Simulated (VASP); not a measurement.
Computed with AM05 GGA, VASP's PBE PAW potentials (set 64) (plane waves; VASP).

VASP ran on this input.

File KPOINTS:
```
k-points along high-symmetry lines
15
Line-mode
Reciprocal
  0.000000   0.000000   0.000000 ! GAMMA
  0.500000   0.000000   0.500000 ! X

  0.500000   0.000000   0.500000 ! X
  0.625000   0.250000   0.625000 ! U

  0.375000   0.375000   0.750000 ! K
  0.000000   0.000000   0.000000 ! GAMMA

  0.000000   0.000000   0.000000 ! GAMMA
  0.500000   0.500000   0.500000 ! L

  0.500000   0.500000   0.500000 ! L
  0.500000   0.250000   0.750000 ! W

  0.500000   0.250000   0.750000 ! W
  0.500000   0.000000   0.500000 ! X
```

**INCAR**
```
# general
SYSTEM   =  NiSi2
PREC     =  Accurate
ENCUT    =  520
LREAL    =  .FALSE.
LASPH    =  .TRUE.
ICHARG   =  11

# electronic loop
EDIFF    =  1E-7
NELM     =  100
ALGO     =  Normal
LMAXMIX  =  4

# smearing
ISMEAR   =  0
SIGMA    =  0.05

# functional
GGA      =  AM

# output
LWAVE    =  .FALSE.
LCHARG   =  .FALSE.
LORBIT   =  11
```

### POSCAR
```
NiSi2
1
   -0.0000000000     2.6932299348     2.6932299348
    2.6932299348    -0.0000000000     2.6932299348
    2.6932299348     2.6932299348     0.0000000000
Si Ni
2 1
Direct
  0.2500000000   0.2500000000   0.2500000000
  0.7500000000   0.7500000000   0.7500000000
  0.0000000000   0.0000000000   0.0000000000
```

POTCAR, in this order: Si Ni (PBE.64 set). Program: vasp_std. Read from the step before: CHGCAR.

What VASP printed:

### OUTCAR
```
 ion  position               nearest neighbor table
   1  0.250  0.250  0.250-   3 2.33   3 2.33   3 2.33   3 2.33   2 2.69   2 2.69   2 2.69   2 2.69
                             2 2.69   2 2.69
   2  0.750  0.750  0.750-   3 2.33   3 2.33   3 2.33   3 2.33   1 2.69   1 2.69   1 2.69   1 2.69
                             1 2.69   1 2.69
   3  0.000  0.000  0.000-   1 2.33   2 2.33   2 2.33   2 2.33   2 2.33   1 2.33   1 2.33   1 2.33
  LATTYP: Found a face centered cubic cell.
 ALAT       =     5.3864598696
 Subroutine PRICEL returns:
 Original cell was already a primitive cell.
 Subroutine GETGRP returns: Found 48 space group operations
The static configuration has the point symmetry O_h .
The dynamic configuration has the point symmetry O_h .
 Subroutine INISYM returns: Found 48 space group operations
   k-points           NKPTS =     90   k-points in BZ     NKDIM =     90   number of bands    NBANDS=     13
   number of dos      NEDOS =    301   number of ions     NIONS =      3
   total plane-waves  NPLWV =  21952
   dimension x,y,z NGX =    28 NGY =   28 NGZ =   28
   dimension x,y,z NGXF=    56 NGYF=   56 NGZF=   56
   ions per type =               2   1
   PREC   = accura    normal or accurate (medium, high low for compatibility)
   ISTART =      0    job   : 0-new  1-cont  2-samecut
   ICHARG =     11    charge: 1-file 2-atom 10-const
   ISPIN  =      1    spin polarized calculation?
   LNONCOLLINEAR =      F non collinear calculations
   LSORBIT =      F    spin-orbit coupling
   INIWAV =      1    electr: 0-lowe 1-rand  2-diag
   ENCUT  =  520.0 eV  38.22 Ry    6.18 a.u.   7.08  7.08  7.08*2*pi/ulx,y,z
   NELM   =    100;   NELMIN=  2; NELMDL= -5     # of ELM steps
   EDIFF  = 0.1E-06   stopping-criterion for ELM
   LREAL  =      F    real-space projection
   NLSPLINE    = F    spline interpolate recip. space projectors
   LMAXMIX     =    4 max onsite mixed and CHGCAR
   VOSKOWN=      0    Vosko Wilk Nusair interpolation
   EDIFFG = 0.1E-05   stopping-criterion for IOM
   NSW    =      0    number of steps for IOM
   NBLOCK =      1;   KBLOCK =      1    inner block; outer block
   IBRION =     -1    ionic relax: 0-MD 1-quasi-New 2-CG
   NFREE  =      0    steps in history (QN), initial steepest desc. (CG)
   ISIF   =      2    stress and relaxation
...
```

OSZICAR:
```
       N       E                     dE             d eps       ncg     rms          rms(c)
DAV:   1     0.689143186974E+02    0.68914E+02   -0.81036E+03  2340   0.143E+03
DAV:   2    -0.138605092196E+02   -0.82775E+02   -0.78224E+02  2430   0.252E+02
DAV:   3    -0.174185570430E+02   -0.35580E+01   -0.34411E+01  3017   0.575E+01
DAV:   4    -0.174785566798E+02   -0.60000E-01   -0.59866E-01  2857   0.675E+00
DAV:   5    -0.174802025867E+02   -0.16459E-02   -0.16455E-02  3073   0.116E+00
DAV:   6    -0.174802659729E+02   -0.63386E-04   -0.63386E-04  3347   0.202E-01
DAV:   7    -0.174802671702E+02   -0.11973E-05   -0.11960E-05  3122   0.219E-02
DAV:   8    -0.174802672199E+02   -0.49747E-07   -0.50700E-07  2446   0.353E-03
   1 F= -.17480267E+02 E0= -.17479277E+02  d E =-.198070E-02
```

### OUTCAR
```
 val. band max:       10.6424438153   @ k =   0.6071   0.2143   0.6071

 cond. band min:      10.6606628349   @ k =   0.2143   0.2143   0.2143



 k-point     1 :       0.0000    0.0000    0.0000
  band No.  band energies     occupation
      1      -3.4137      2.00000
      2       5.2362      2.00000
      3       5.2362      2.00000
      4       5.2362      2.00000
      5       6.9421      2.00000
      6       6.9421      2.00000
      7      10.4214      2.00000
      8      12.2433      0.00000
      9      12.2433      0.00000
     10      12.2433      0.00000
     11      12.7632      0.00000
     12      12.7632      0.00000
     13      12.7632      0.00000

 k-point     2 :       0.0357    0.0000    0.0357
  band No.  band energies     occupation
      1      -3.3882      2.00000
      2       5.1984      2.00000
      3       5.2385      2.00000
      4       5.2385      2.00000
      5       6.9265      2.00000
      6       6.9471      2.00000
      7      10.4012      2.00000
      8      11.8009      0.00000
      9      11.8009      0.00000
     10      12.3420      0.00000
     11      12.6631      0.00000
     12      13.2411      0.00000
     13      13.2411      0.00000

 k-point     3 :       0.0714    0.0000    0.0714
  band No.  band energies     occupation
      1      -3.3118      2.00000
      2       5.0902      2.00000
      3       5.2457      2.00000
      4       5.2457      2.00000
      5       6.8790      2.00000
      6       6.9618      2.00000
      7      10.3530      2.00000
      8      11.2074      0.00000
      9      11.2074      0.00000
     10      12.3528      0.00000
     11      12.6204      0.00000
     12      13.9380      0.00000
     13      13.9384      0.00000

 k-point     4 :       0.1071    0.0000    0.1071
  band No.  band energies     occupation
      1      -3.1848      2.00000
      2       4.9253      2.00000
      3       5.2584      2.00000
      4       5.2584      2.00000
...
```

The density is held fixed in this step, so its total energy and stress have no physical meaning.

The compound is NiSi2 in the fluorite structure. It was relaxed first. The run is not spin-polarised, so no magnetic state was tried.
